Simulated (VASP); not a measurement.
All values below come from r2SCAN meta-GGA, VASP's PBE PAW potentials (set 64) (plane waves; VASP 6.6.1).

Input for VASP

**KPOINTS**
```
Automatic mesh
0
Gamma
14 14 14
0 0 0
```

INCAR:
```
SYSTEM = Pt
PREC = Accurate; ENCUT = 400; LREAL = .False.
LASPH = .True.
EDIFF = 1E-8; NELM = 100; ALGO = Normal
LMAXMIX = 6; LMIXTAU = .True.
ISMEAR = 1; SIGMA = 0.1
METAGGA = R2SCAN
IBRION = 1; NSW = 30; ISIF = 2
EDIFFG = -0.001
LWAVE = .False.; LCHARG = .False.
```

POSCAR:
```
Pt
1.0
  0.0000000000   1.9710932323   1.9710932323
  1.9710932323   0.0000000000   1.9710932323
  1.9710932323   1.9710932323   0.0000000000
Pt
1
Cart
  0.0000000000   0.0000000000   0.0000000000
```

POTCAR, in this order: Pt (PBE.64 set). Program: vasp_std.

The resulting files:

**OSZICAR**
```
       N       E                     dE             d eps       ncg     rms          rms(c)
DAV:   1    -0.225957875876E+02   -0.22596E+02   -0.48925E+03  2144   0.848E+02
DAV:   2    -0.545306343052E+02   -0.31935E+02   -0.29894E+02  1975   0.161E+02
DAV:   3    -0.547946455230E+02   -0.26401E+00   -0.26375E+00  2244   0.147E+01
DAV:   4    -0.547953946622E+02   -0.74914E-03   -0.74911E-03  2119   0.822E-01
DAV:   5    -0.547954002990E+02   -0.56368E-05   -0.56367E-05  2097   0.653E-02    0.127E+01
DAV:   6    -0.510717131018E+02    0.37237E+01   -0.37021E+00  1915   0.163E+01    0.612E+00
DAV:   7    -0.513854615499E+02   -0.31375E+00   -0.56628E-01  1872   0.433E+00    0.438E+00
DAV:   8    -0.514713370934E+02   -0.85876E-01   -0.30167E-01  1931   0.355E+00    0.924E-01
DAV:   9    -0.515057077680E+02   -0.34371E-01   -0.37473E-02  1940   0.135E+00    0.216E-01
DAV:  10    -0.515085364570E+02   -0.28287E-02   -0.49140E-03  1943   0.491E-01    0.880E-02
DAV:  11    -0.515084386074E+02    0.97850E-04   -0.28400E-04  1959   0.164E-01    0.913E-02
DAV:  12    -0.515090996505E+02   -0.66104E-03   -0.37121E-04  1904   0.119E-01    0.339E-03
DAV:  13    -0.515091005981E+02   -0.94757E-06   -0.12145E-05  1952   0.312E-02    0.593E-03
DAV:  14    -0.515091015660E+02   -0.96793E-06   -0.12442E-06  1994   0.978E-03    0.192E-03
DAV:  15    -0.515091037851E+02   -0.22191E-05   -0.20479E-06  1899   0.105E-02    0.736E-04
DAV:  16    -0.515091040401E+02   -0.25506E-06   -0.79749E-08  2176   0.267E-03    0.289E-04
DAV:  17    -0.515091040336E+02    0.64964E-08   -0.61285E-10  1045   0.242E-04
   1 F= -.51509104E+02 E0= -.51509124E+02  d E =-.515091E+02
```

OUTCAR:
```
------------------------ aborting loop because EDIFF is reached ----------------------------------------
  FORCE on cell =-STRESS in cart. coord.  units (eV):
  Direction    XX          YY          ZZ          XY          YZ          ZX
  --------------------------------------------------------------------------------------
  Total       -0.0033212     -0.0033212     -0.0033212      0.0000000      0.0000000      0.0000000
  in kB       -0.3474195     -0.3474195     -0.3474195      0.0000000      0.0000000      0.0000000
  external PRESSURE =      -0.3474195 kB  Pullay stress =       0.0000000 kB
  volume of cell :       15.32
      direct lattice vectors                 reciprocal lattice vectors
     0.000000000  1.971093232  1.971093232    -0.253666337  0.253666337  0.253666337
     1.971093232  0.000000000  1.971093232     0.253666337 -0.253666337  0.253666337
     1.971093232  1.971093232  0.000000000     0.253666337  0.253666337 -0.253666337
 POSITION                                       TOTAL-FORCE (eV/Angst)
 -----------------------------------------------------------------------------------
      0.00000      0.00000      0.00000        -0.000000      0.000000      0.000000
 -----------------------------------------------------------------------------------
    total drift:                                0.000000     -0.000000      0.000000
  FREE ENERGIE OF THE ION-ELECTRON SYSTEM (eV)
  ---------------------------------------------------
  free  energy   TOTEN  =       -51.5091040336 eV

  energy  without entropy=      -51.5091626993  energy(sigma->0) =      -51.50912359

 reached required accuracy - stopping structural energy minimisation
```
(Selected blocks of OUTCAR.)

The compound is Pt in the fcc structure. It was relaxed first. The start is the result of an earlier pass.
